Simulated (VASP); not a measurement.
# A VASP study of P (optB86b-vdW): structure first, properties next, part 4 of 4

Aim: relax P, then compute properties on the relaxed cell. The start is a computed cell from the Materials Project.

VASP 6.6.1; optB86b-vdW; plane waves and PAW (P).

Still holding for the runs below: The k-mesh is coarse for a metal.

So far. Step 10 (Volume scan with optB86b-vdW (run 4)): The run ends at a pressure of 0.00 GPa, with forces up to 0.0032 eV/Å.

The starting crystal is not the ambient structure of P (space group No. 64); it is a model or a phase of other conditions.

### 11. Volume scan with optB86b-vdW (run 5)

INCAR

```
SYSTEM = P
PREC = Accurate
ENCUT = 400
EDIFF = 1E-06
NELM = 100
ISMEAR = 0
SIGMA = 0.05
LREAL = .FALSE.
ALGO = Normal
GGA = MK
AGGAC = 0
LUSE_VDW = .TRUE.
PARAM1 = 0.1234
PARAM2 = 1
LASPH = .TRUE.
NBANDS = 11
LORBIT = 11
LWAVE = .FALSE.
LCHARG = .FALSE.
KPAR = 2
ISIF = 2
```

POSCAR

```
P
1.0
    1.7544102405      1.0129092246      3.1354243994
   -1.7544102405      1.0129092246      3.1354243994
    0.0000000000     -2.0258184491      3.1354243994
P
2
Direct
    0.2278083141      0.2278083141      0.2278083141
    0.7721916859      0.7721916859      0.7721916859
```

KPOINTS

```
Automatic mesh
0
Gamma
8 8 8
0 0 0
```

The projector-augmented-wave data sets are P (PBE family, release 64).

Command:

```bash
$ mpirun -np 2 vasp_std
```

What it wrote:

```text
[... set-up lines as in an earlier step ...]
 entering main loop
       N       E                     dE             d eps       ncg     rms          rms(c)
DAV:   1     0.201646283925E+02    0.20165E+02   -0.39013E+03  1430   0.635E+02
DAV:   2    -0.718856644072E+01   -0.27353E+02   -0.26391E+02  1983   0.107E+02
DAV:   3    -0.819689166538E+01   -0.10083E+01   -0.10041E+01  1806   0.200E+01
DAV:   4    -0.820370613478E+01   -0.68145E-02   -0.68133E-02  1739   0.199E+00
[...]
DAV:   9    -0.819661737436E+01   -0.18042E-04   -0.42639E-05  1723   0.472E-02    0.327E-02
DAV:  10    -0.819662338099E+01   -0.60066E-05   -0.92337E-06  1615   0.214E-02    0.880E-03
DAV:  11    -0.819662391058E+01   -0.52960E-06   -0.11606E-06  1014   0.775E-03
   1 F= -.81966239E+01 E0= -.81965002E+01  d E =-.247389E-03
```

Wall time 8.6 s (2 MPI ranks of AMD EPYC 9R45, shared host); peak memory 0.47 GiB; 16 s of CPU time.

OUTCAR, selected parts (step 11):

```text
  Total       -0.4216543     -0.4216543     -0.2897624      0.0000000     -0.0000000      0.0000000
  in kB      -20.2077464    -20.2077464    -13.8868388      0.0000000     -0.0000000      0.0000000
  external PRESSURE =     -18.1007772 kB  Pullay stress =       0.0000000 kB

 POSITION                                       TOTAL-FORCE (eV/Angst)
 -----------------------------------------------------------------------------------
      0.00000      0.00000      2.14283         0.000000     -0.000000     -0.116573
      0.00000      0.00000      7.26345         0.000000      0.000000      0.116573
 -----------------------------------------------------------------------------------
    total drift:                               -0.000000     -0.000000     -0.000000

  FREE ENERGIE OF THE ION-ELECTRON SYSTEM (eV)
  ---------------------------------------------------
  free  energy   TOTEN  =        -8.1966239106 eV

  energy  without entropy=       -8.1963765215  energy(sigma->0) =       -8.19650022

[... 1 part as in an earlier step ...]

[... 2 further parts left out ...]
[key lines of the parts left out:]
E-fermi :   8.5873
```

The pressure falls from 0.00 to -1.81 GPa.

The run ends at a pressure of -1.81 GPa, with forces up to 0.12 eV/Å.

### 12. Volume scan with optB86b-vdW (run 6)

INCAR is that of step 11.

POSCAR

```
P
1.0
    1.7658028340      1.0194867415      3.1557848686
   -1.7658028340      1.0194867415      3.1557848686
    0.0000000000     -2.0389734830      3.1557848686
P
2
Direct
    0.2278083141      0.2278083141      0.2278083141
    0.7721916859      0.7721916859      0.7721916859
```

KPOINTS is that of step 11.

Command:

```bash
$ mpirun -np 2 vasp_std
```

What it wrote:

```text
[... set-up lines as in an earlier step ...]
 entering main loop
       N       E                     dE             d eps       ncg     rms          rms(c)
DAV:   1     0.208159371050E+02    0.20816E+02   -0.38918E+03  1446   0.627E+02
DAV:   2    -0.716594986121E+01   -0.27982E+02   -0.26563E+02  1997   0.110E+02
DAV:   3    -0.818395154569E+01   -0.10180E+01   -0.10143E+01  1802   0.202E+01
DAV:   4    -0.819063607896E+01   -0.66845E-02   -0.66828E-02  1744   0.202E+00
[...]
DAV:   9    -0.818584326731E+01   -0.18686E-04   -0.35710E-05  1744   0.440E-02    0.287E-02
DAV:  10    -0.818584796967E+01   -0.47024E-05   -0.87046E-06  1583   0.206E-02    0.905E-03
DAV:  11    -0.818584835127E+01   -0.38160E-06   -0.88654E-07   997   0.665E-03
   1 F= -.81858484E+01 E0= -.81857330E+01  d E =-.230645E-03
```

It took 13 s on 2 MPI ranks; peak memory 0.57 GiB.

Parts of OUTCAR (step 12):

```text
  Total       -0.8211239     -0.8211239     -0.5581478      0.0000000      0.0000000      0.0000000
  in kB      -38.5955175    -38.5955175    -26.2347767      0.0000000      0.0000000      0.0000000
  external PRESSURE =     -34.4752706 kB  Pullay stress =       0.0000000 kB

 POSITION                                       TOTAL-FORCE (eV/Angst)
 -----------------------------------------------------------------------------------
      0.00000      0.00000      2.15674         0.000000      0.000000     -0.222708
      0.00000      0.00000      7.31061         0.000000     -0.000000      0.222708
 -----------------------------------------------------------------------------------
    total drift:                                0.000000      0.000000     -0.000000

  FREE ENERGIE OF THE ION-ELECTRON SYSTEM (eV)
  ---------------------------------------------------
  free  energy   TOTEN  =        -8.1858483513 eV

  energy  without entropy=       -8.1856177062  energy(sigma->0) =       -8.18573303

[... 1 part as in an earlier step ...]

[... 2 further parts left out ...]
[key lines of the parts left out:]
E-fermi :   8.3275
```

The pressure falls from -1.81 to -3.45 GPa.

The run ends at a pressure of -3.45 GPa, with forces up to 0.22 eV/Å.

### 13. Volume scan with optB86b-vdW (run 7)

A prediction first. A least-squares parabola for the 6 pressures of evenly scaled cells so far, P = 0.05 -88.9 t -42 t² GPa with t = ln(V/V₁) and V₁ the volume at scale 1, gives -5.27 GPa at t = +0.0583.

INCAR is that of step 12.

POSCAR

```
P
1.0
    1.7770502891      1.0259804627      3.1758859511
   -1.7770502891      1.0259804627      3.1758859511
    0.0000000000     -2.0519609254      3.1758859511
P
2
Direct
    0.2278083141      0.2278083141      0.2278083141
    0.7721916859      0.7721916859      0.7721916859
```

KPOINTS is that of step 12.

Command:

```bash
$ mpirun -np 2 vasp_std
```

What it wrote:

```text
[... set-up lines as in an earlier step ...]
 entering main loop
       N       E                     dE             d eps       ncg     rms          rms(c)
DAV:   1     0.199751745257E+02    0.19975E+02   -0.37996E+03  1438   0.628E+02
DAV:   2    -0.722737312075E+01   -0.27203E+02   -0.26075E+02  1987   0.105E+02
DAV:   3    -0.816524812496E+01   -0.93788E+00   -0.93407E+00  1832   0.193E+01
DAV:   4    -0.817144728036E+01   -0.61992E-02   -0.61978E-02  1678   0.192E+00
[...]
DAV:   9    -0.816869945990E+01   -0.20172E-04   -0.30889E-05  1738   0.418E-02    0.245E-02
DAV:  10    -0.816870276343E+01   -0.33035E-05   -0.75849E-06  1612   0.188E-02    0.878E-03
DAV:  11    -0.816870309896E+01   -0.33553E-06   -0.62852E-07   949   0.548E-03
   1 F= -.81687031E+01 E0= -.81685969E+01  d E =-.212330E-03
```

Wall time 13 s (2 MPI ranks); peak memory 0.57 GiB.

From OUTCAR (step 13):

```text
  Total       -1.1985127     -1.1985127     -0.8090645      0.0000000      0.0000000      0.0000000
  in kB      -55.2711186    -55.2711186    -37.3111627      0.0000000      0.0000000      0.0000000
  external PRESSURE =     -49.2844666 kB  Pullay stress =       0.0000000 kB

 POSITION                                       TOTAL-FORCE (eV/Angst)
 -----------------------------------------------------------------------------------
      0.00000      0.00000      2.17048         0.000000     -0.000000     -0.320692
      0.00000      0.00000      7.35718         0.000000      0.000000      0.320692
 -----------------------------------------------------------------------------------
    total drift:                                0.000000     -0.000000     -0.000000

  FREE ENERGIE OF THE ION-ELECTRON SYSTEM (eV)
  ---------------------------------------------------
  free  energy   TOTEN  =        -8.1687030990 eV

  energy  without entropy=       -8.1684907686  energy(sigma->0) =       -8.16859693

[... 1 part as in an earlier step ...]

[... 2 further parts left out ...]
[key lines of the parts left out:]
E-fermi :   8.0672
```

The pressure falls from -3.45 to -4.93 GPa. The parabola predicted -5.27 GPa, -0.34 GPa off.

### 14. The series together

Times are for 2 MPI ranks of AMD EPYC 9R45, shared host. The runs compared:

```csv
no.,volume scale,energy above the lowest point (meV/atom),pressure (GPa),time,memory (GiB)
1,0.94,17.12,5.368,9.2 s,0.46
2,0.96,7.79,3.608,9.2 s,0.47
3,0.98,2.07,1.927,9.2 s,0.47
4,1,0,0.004586,8.4 s,0.47
5,1.02,1.87,-1.810,8.6 s,0.47
6,1.04,7.25,-3.448,13 s,0.57
7,1.06,15.82,-4.928,13 s,0.57
```

### 15. Fit for optB86b-vdW

This step: Birch-Murnaghan fit, optB86b-vdW; plane waves and PAW (VASP 6.6.1).

Derived from the runs above.

The fit is poor or the pressure derivative of its modulus unusual (most solids lie near 4 to 5), which can come from the mesh, from a state that changes along the scan or from a dispersion term that jumps, so the modulus isn't to be used.

This step gave:

| Property | Result |
| --- | --- |
| pressure derivative of the bulk modulus | 0.2328 |
| r.m.s. error of the fit | 7.55e-5 eV/atom |
| minimum inside the sampled range | yes |
| bulk modulus | 89.30 GPa |
| equilibrium volume of the fit | 16.40 Å³/atom |

Energy above the fitted minimum against volume:

```csv
volume (Å³/atom),energy above the fitted minimum (eV/atom)
15.405,0.0170
15.732,0.00767
16.060,0.00194
16.388,-1.3e-4
16.715,0.00174
17.043,0.00712
17.371,0.0157
```

The fit over cells of fixed shape and fractional positions puts the volume +0.05 % from the relaxed one. The atoms bear forces along the scan, since they were held; freeing them would lower the modulus.

### 16. Field gradients at the nuclei (optB86b-vdW)

This step: optB86b-vdW; plane waves and PAW (P) (VASP 6.6.1).

Field gradients probe how far the charge around each nucleus departs from cubic symmetry; LASPH keeps the non-spherical terms inside the spheres.

Changes to INCAR since step 13:

```diff
@@ -3,3 +3,3 @@
 ENCUT = 400
-EDIFF = 1E-06
+EDIFF = 1E-07
 NELM = 100
@@ -20,2 +20,2 @@
 KPAR = 2
-ISIF = 2
+LEFG = .TRUE.
```

POSCAR

```
P
1.0
    1.7428677337      1.0062451552      3.1147960101
   -1.7428677337      1.0062451552      3.1147960101
    0.0000000000     -2.0124903103      3.1147960101
P
2
Direct
    0.2278083141      0.2278083141      0.2278083141
    0.7721916859      0.7721916859      0.7721916859
```

KPOINTS is that of step 13.

Command:

```bash
$ mpirun -np 2 vasp_std
```

What it wrote:

```text
[... set-up lines as in an earlier step ...]
 entering main loop
       N       E                     dE             d eps       ncg     rms          rms(c)
[... 10 cycles as in an earlier step ...]
DAV:  11    -0.820034734189E+01   -0.79543E-06   -0.14857E-06  1661   0.879E-03    0.256E-03
DAV:  12    -0.820034746471E+01   -0.12283E-06   -0.17794E-07  1509   0.277E-03    0.166E-03
DAV:  13    -0.820034746167E+01    0.30473E-08   -0.10161E-08   847   0.776E-04
ion   1
     0.0000000     0.0000000     0.0000000     1.1623483    -0.0000000     0.0000000
     0.0000365     0.0000000     0.0000000     1.1623483    -0.0000000     0.0000000
     0.0000503     0.0000000     0.0000000     1.1623483    -0.0000000     0.0000000
     0.0000692     0.0000000     0.0000000     1.1623483    -0.0000000     0.0000000
     0.0000953     0.0000000     0.0000000     1.1623483    -0.0000000     0.0000000

     0.0000000     0.0000000     0.0000000    25.2643551    -0.0000000     0.0000000
     0.0000365     0.0000000     0.0000000    25.2642962    -0.0000000     0.0000000
     0.0000503     0.0000000     0.0000000    25.2642601    -0.0000000     0.0000000
     0.0000692     0.0000000     0.0000000    25.2641999    -0.0000000     0.0000000
     0.0000953     0.0000000     0.0000000    25.2641004    -0.0000000     0.0000000

ion   2
     0.0000000     0.0000000     0.0000000     1.1623483    -0.0000000     0.0000000
     0.0000365     0.0000000     0.0000000     1.1623483    -0.0000000     0.0000000
     0.0000503     0.0000000     0.0000000     1.1623483    -0.0000000     0.0000000
     0.0000692     0.0000000     0.0000000     1.1623483    -0.0000000     0.0000000
     0.0000953     0.0000000     0.0000000     1.1623483    -0.0000000     0.0000000

     0.0000000     0.0000000     0.0000000    25.2643551    -0.0000000     0.0000000
     0.0000365     0.0000000     0.0000000    25.2642962    -0.0000000     0.0000000
     0.0000503     0.0000000     0.0000000    25.2642601    -0.0000000     0.0000000
     0.0000692     0.0000000     0.0000000    25.2641999    -0.0000000     0.0000000
     0.0000953     0.0000000     0.0000000    25.2641004    -0.0000000     0.0000000

   1 F= -.82003475E+01 E0= -.82002326E+01  d E =-.229758E-03
```

Elapsed: 10 s, on 2 MPI ranks; peak memory 0.47 GiB.

Parts of OUTCAR (step 16):

```text
   NELECT =      10.0000    total number of electrons

 E-fermi :   8.8451

 k-point     1 :       0.0000    0.0000    0.0000
  band No.  band energies     occupation
      1      -7.5749      2.00000
      2       5.0834      2.00000
      3       5.7280      2.00000
      4       5.8385      2.00000
      5       5.8385      2.00000
      6      10.1614      0.00000
      7      11.4200      0.00000
      8      11.4200      0.00000
      9      14.4765      0.00000
     10      14.4765      0.00000
    ...

Total vdW correction in eV:      0.9878616

  Total        0.0007116      0.0007116     -0.0021648      0.0000000     -0.0000000      0.0000000
  in kB        0.0347843      0.0347843     -0.1058207      0.0000000     -0.0000000      0.0000000
  external PRESSURE =      -0.0120841 kB  Pullay stress =       0.0000000 kB

 POSITION                                       TOTAL-FORCE (eV/Angst)
 -----------------------------------------------------------------------------------
      0.00000      0.00000      2.12873         0.000000     -0.000000     -0.002977
      0.00000      0.00000      7.21566         0.000000      0.000000      0.002977
 -----------------------------------------------------------------------------------
    total drift:                               -0.000000     -0.000000     -0.000000

  FREE ENERGIE OF THE ION-ELECTRON SYSTEM (eV)
  ---------------------------------------------------
  free  energy   TOTEN  =        -8.2003474617 eV

  energy  without entropy=       -8.2001177035  energy(sigma->0) =       -8.20023258

Total vdW correction in eV:      0.9878627

 Electric field gradients after diagonalization (V/A^2)
 (convention: |V_zz| > |V_xx| > |V_yy|)
----------------------------------------------------------------------
 ion       V_xx      V_yy      V_zz     asymmetry (V_yy - V_xx)/ V_zz
----------------------------------------------------------------------
   1      15.830    15.830   -31.660       0.000
   2      15.830    15.830   -31.660       0.000
----------------------------------------------------------------------

[... 8 parts as in an earlier step ...]

[... 9 further parts left out ...]
```

This step gave:

| Property | Result |
| --- | --- |
| SCF cycles | 13 |
| free energy (TOTEN) | -8.200 eV |
| energy at zero smearing | -8.200 eV |
| Fermi energy | 8.845 eV |
| pressure | -0.001208 GPa |

Electric field gradients, by row:

```csv
atom,Vxx (V/Å²),Vyy (V/Å²),Vzz (V/Å²),asymmetry
P1,15.83,15.83,-31.66,0
P2,15.83,15.83,-31.66,0
```

The largest gradient, -31.66 V/Å², sits on P1 and like sites; the stable nuclei of P have no quadrupole moment in their ground state, so NMR and NQR don't see it.

### 17. Results

* relaxed volume: 16.39 Å³/atom
* relaxed conventional cell a, b, c: 3.486, 3.486, 9.344 Å; angles 90.0, 90.0, 120.0°
* space group after relaxing, within 0.02 Å: R-3m (No. 166)
* band gap: none, a metal
* DOS at the Fermi level: 0.104 states/eV/cell
* largest field gradient Vzz: -31.66 V/Å² on P1

In words: With optB86b-vdW, P relaxes to 16.39 Å³/atom in space group R-3m (held by the symmetry of the run) and comes out as a metal. Band structure (optB86b-vdW): Of the bands kept, 2 cross the Fermi level on this path. The k-sampling is coarse for a metal, so the Fermi level, pressures and the shape of the cell carry errors. No search among competing phases was made. All values are for a static lattice at zero temperature.

[Lines on the potential files, build, host, timing and source positions are cut from VASP's logs without a mark.]

[Logs are printed without paths, hosts, clocks, repeated set-up lines and the standing remarks that a program may print on its own settings, such as how far it seeks lower states.]

[Hosts, paths, dates, database ids (printed as entryN), source tags and the programs' standing remarks are cut or masked in the printed files.]

[A measured line is paired with the nearest computed mode of its activity, which favours agreement.]

[In band tables of VASP the shares of atoms and orbitals are scaled to a sum of 1 inside the atoms' spheres.]
